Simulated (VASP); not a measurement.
OSZICAR of a VASP run on Bi (a7):

OSZICAR:
```
       N       E                     dE             d eps       ncg     rms          rms(c)
DAV:   1     0.293564818265E+03    0.29356E+03   -0.16691E+04  3230   0.190E+03
DAV:   2     0.158929860302E+02   -0.27767E+03   -0.27348E+03  3248   0.460E+02
DAV:   3    -0.694273907554E+01   -0.22836E+02   -0.22462E+02  3773   0.154E+02
DAV:   4    -0.771373260517E+01   -0.77099E+00   -0.76913E+00  3585   0.309E+01
DAV:   5    -0.775384540384E+01   -0.40113E-01   -0.40111E-01  4311   0.638E+00    0.101E+00
DAV:   6    -0.775204550942E+01    0.17999E-02   -0.20608E-02  4015   0.159E+00    0.609E-01
DAV:   7    -0.775227225730E+01   -0.22675E-03   -0.12235E-02  3767   0.142E+00    0.111E-01
DAV:   8    -0.775244860676E+01   -0.17635E-03   -0.15685E-03  3540   0.501E-01    0.192E-02
DAV:   9    -0.775246382217E+01   -0.15215E-04   -0.58354E-05  4327   0.737E-02    0.102E-02
DAV:  10    -0.775246220299E+01    0.16192E-05   -0.67199E-06  2750   0.225E-02    0.151E-03
DAV:  11    -0.775246273986E+01   -0.53687E-06   -0.63427E-07  2068   0.862E-03
   1 F= -.86767697E+01 E0= -.86767701E+01  d E =-.867677E+01
       N       E                     dE             d eps       ncg     rms          rms(c)
DAV:   1    -0.775207777332E+01    0.38443E-03   -0.92582E-03  4902   0.103E+00    0.544E-02
DAV:   2    -0.775198897790E+01    0.88795E-04   -0.23526E-04  3556   0.231E-01    0.222E-02
DAV:   3    -0.775197322233E+01    0.15756E-04   -0.87560E-05  4249   0.135E-01    0.332E-03
DAV:   4    -0.775197440053E+01   -0.11782E-05   -0.26192E-06  2486   0.178E-02    0.148E-03
DAV:   5    -0.775197518711E+01   -0.78657E-06   -0.64459E-07  1627   0.120E-02
   2 F= -.86767881E+01 E0= -.86767896E+01  d E =-.184220E-04
```

### Question
Which electronic solver shows in the log?

### Answer
It is blocked Davidson (ALGO = Normal, or the opening steps of other solvers). The INCAR had ALGO = Normal.

### Question
Can the final energy be trusted as converged?

### Answer
The run converged. It stopped with EDIFF = 1E-6, NELM = 100, NSW = 60 and EDIFFG = -0.01 after 2 ionic steps (PBE GGA with D3 dispersion (Becke-Johnson damping), plane waves, VASP's PBE PAW potentials (set 64)).

The compound is Bi in the a7 structure. This run relaxes it. Symmetry was kept, so distortions that lower it aren't found. The start is the result of an earlier pass.
